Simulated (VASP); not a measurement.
Here is the system:

```
CELL_PARAMETERS angstrom
      0.00000     1.96269     1.96269
      1.96269     0.00000     1.96269
      1.96269     1.96269     0.00000
ATOMIC_POSITIONS crystal
  Al 0.00000 0.00000 0.00000
```

The numbers are results of r2SCAN meta-GGA, VASP's PBE PAW potentials (set 64) (plane waves; VASP), not measurements. Numerical set-up: 500 eV cut-off, 16×16×16 Γ-centred mesh, first-order Methfessel-Paxton smearing of 0.10 eV, potentials Al.

Energy and stress use the plane-wave basis of the starting cell.

Problem. The ions, cell shape and volume at an external pressure of 10.0 GPa are relaxed. What does this cell relax into?

Solution. 
```
CELL_PARAMETERS angstrom
      0.00000     1.93698     1.93698
      1.93698     0.00000     1.93698
      1.93698     1.93698     0.00000
ATOMIC_POSITIONS crystal
  Al 0.00000 0.00000 0.00000
```
Space group Fm-3m (225), at a tolerance of 0.03 Å.

Problem. How do energy and volume change from the first to the last step?

Solution. The energy (σ→0) changes by +27.2 meV/atom and the volume by -3.9 %, in 3 ionic steps.

The compound is Al in the fcc structure. This run relaxes it under an external pressure of 10 GPa. Symmetry was kept, so distortions that lower it aren't found.
